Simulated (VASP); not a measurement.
A run of VASP 6.6.1:

Contents of INCAR:

```
SYSTEM = CaO
PREC = Accurate ; ENCUT = 600
EDIFF = 1E-7 ; ISMEAR = 0
SIGMA = 0.02 ; LREAL = .False.
LASPH = .True. ; NELM = 100
ALGO = Normal ; ISIF = 3
LWAVE = .False. ; LCHARG = .False.
GGA = PE ; IVDW = 12
IBRION = 2 ; NSW = 70
EDIFFG = -0.02
```

KPOINTS

```
regular mesh
0
Gamma
  8 8 8
  0 0 0
```

The input POSCAR:

```
CaO
1.0
    0.0000000000      2.4035560000      2.4035560000
    2.4035560000      0.0000000000      2.4035560000
    2.4035560000      2.4035560000      0.0000000000
Ca O
1 1
Direct
    0.0000000000      0.0000000000      0.0000000000
    0.5000000000      0.5000000000      0.5000000000
```

Potentials or basis: VASP PAW PBE potentials, release 64 (Ca_sv, O).

Launch:

```console
$ cat potpaw_PBE.64/Ca_sv/POTCAR potpaw_PBE.64/O/POTCAR > POTCAR
$ mpirun -np 1 vasp_std > vasp.out
```

Hardware: 1 thread of AMD EPYC 9R45 96-Core Processor (Zen 5), on a shared host.

Task: How long does it take, and how much memory?

Result: It took 24 s on 1 thread of AMD EPYC 9R45 96-Core Processor (Zen 5) (shared host), peak memory 0.15 GiB. Counts: scf iterations 34, k points 29, ion steps 3.
